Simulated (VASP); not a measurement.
An input for Quantum ESPRESSO's pw.x (written as the equivalent of a VASP run, and not itself run):

```
&CONTROL
  calculation = 'vc-relax'
  pseudo_dir = './pseudo'
  outdir = './out'
  tprnfor = .true.
  tstress = .true.
  nstep = 40
  forc_conv_thr = 0.00078
/
&SYSTEM
  ibrav = 0
  nat = 6
  ntyp = 2
  ecutwfc = 84
  occupations = 'smearing'
  smearing = 'gaussian'
  degauss = 0.003675
  input_dft = 'pz'
/
&ELECTRONS
  conv_thr = 7.3e-08
  electron_maxstep = 100
/
&IONS
/
&CELL
  press = 200
/
ATOMIC_SPECIES
  Si 28.085 Si.upf
  O 15.999 O.upf
CELL_PARAMETERS angstrom
     4.0658237    0.0000000    0.0000000
     0.0000000    4.0658237    0.0000000
     0.0000000    0.0000000    2.6313860
ATOMIC_POSITIONS crystal
  Si   1.0000000  0.0000000  0.0000000
  Si   0.5000000  0.5000000  0.5000000
  O    0.3036323  0.3036323  1.0000000
  O    0.8036323  0.1963677  0.5000000
  O    0.1963677  0.8036323  0.5000000
  O    0.6963677  0.6963677  0.0000000
K_POINTS automatic
  6 6 8 0 0 0
```

Problem. Write the VASP files for the same calculation (LDA).

Solution. One answer among several that fit: 
**INCAR**
```
# general
SYSTEM  = SiO2
PREC    = Accurate
ENCUT   = 620   # plane-wave cut-off (eV)
LREAL   = .FALSE.   # projection in real space or not
LASPH   = .TRUE.

# electronic loop
EDIFF   = 1E-6
NELM    = 100
ALGO    = Normal   # blocked Davidson

# smearing
ISMEAR  = 0
SIGMA   = 0.05   # width (eV)

# ions
IBRION  = 2
NSW     = 40
ISIF    = 3   # ions, shape and volume
EDIFFG  = -0.02
PSTRESS = 200   # kbar

# output
LWAVE   = .FALSE.
LCHARG  = .FALSE.
```

### POSCAR
```
SiO2
1
    4.0658237151     0.0000000000     0.0000000000
    0.0000000000     4.0658237151     0.0000000000
    0.0000000000     0.0000000000     2.6313860023
Si O
2 4
Direct
  1.0000000000   0.0000000000   0.0000000000
  0.5000000000   0.5000000000   0.5000000000
  0.3036323265   0.3036323265   1.0000000000
  0.8036323265   0.1963676735   0.5000000000
  0.1963676735   0.8036323265   0.5000000000
  0.6963676735   0.6963676735   0.0000000000
```

File KPOINTS:
```
Automatic mesh
0
Gamma
6 6 8
0 0 0
```

POTCAR, in this order: Si O (LDA.64 set). Program: vasp_std.

Limits of the translation: the potentials are each code's own (VASP's PAW set, PseudoDojo norm-conserving files in pw.x), so ENCUT and ecutwfc are chosen apart and not converted; conv_thr bounds pw.x's estimated SCF error, while EDIFF bounds the energy change between steps; forc_conv_thr acts on force components and is met together with etot_conv_thr.

The compound is SiO2 in the rutile structure, stishovite, a high-pressure form. It was relaxed first under an external pressure of 20 GPa.
